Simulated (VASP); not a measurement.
Method: LDA (Ceperley-Alder, Perdew-Zunger), VASP's LDA PAW potentials (set 64) (plane waves; VASP 6.6.1).

Input for VASP

### POSCAR
```
WS2 monolayer
1
    3.1291829956     0.0000000000     0.0000000000
   -1.5645914978     2.7099519457    -0.0000000000
    0.0000000000     0.0000000000    18.9474645446
W S
1 2
Direct
  0.6666670000   0.3333330000   0.5000000000
  0.3333330000   0.6666670000   0.5824039571
  0.3333330000   0.6666670000   0.4175960429
```

KPOINTS:
```
Automatic mesh
0
Gamma
12 12 1
0 0 0
```

**INCAR**
```
! general
SYSTEM  = WS2 monolayer
PREC    = Normal
ENCUT   = 400
LREAL   = .FALSE.
LASPH   = .TRUE.   ! aspherical one-centre terms

! electronic loop
EDIFF   = 1E-6   ! SCF stop (eV)
NELM    = 100   ! most electronic steps
NELMIN  = 4
ALGO    = Normal   ! blocked Davidson
LMAXMIX = 6   ! l cut-off of mixed one-centre charges

! smearing
ISMEAR  = 0
SIGMA   = 0.05

! output
LWAVE   = .FALSE.
LCHARG  = .FALSE.
LORBIT  = 11   ! lm-projected
LVHAR   = .TRUE.
```

POTCAR, in this order: W_sv S (LDA.64 set). Program: vasp_std. Read from the step before: WAVECAR.

Unless said otherwise, spin-orbit coupling is left out, though it shifts the bands of the heavy elements here.

Question: What does the run give for the energy per atom (σ→0), band gap (on the k-mesh)?

Answer: 
| Quantity | Result |
|---|---|
| energy per atom (σ→0) | -8.717 eV/atom |
| band gap (on the k-mesh) | 1.99 eV |

**OSZICAR**
```
       N       E                     dE             d eps       ncg     rms          rms(c)
DAV:   1    -0.261520601373E+02   -0.26152E+02   -0.32233E-04   767   0.151E-01    0.369E-02
DAV:   2    -0.261520348394E+02    0.25298E-04   -0.26183E-04   780   0.103E-01    0.196E-02
DAV:   3    -0.261520315560E+02    0.32834E-05   -0.16938E-05   745   0.290E-02    0.463E-03
DAV:   4    -0.261520311993E+02    0.35674E-06   -0.14668E-06   481   0.776E-03
   1 F= -.26152031E+02 E0= -.26152031E+02  d E =-.114913E-20
```

The cell is a sheet with vacuum, built from WS2 (2H layered).
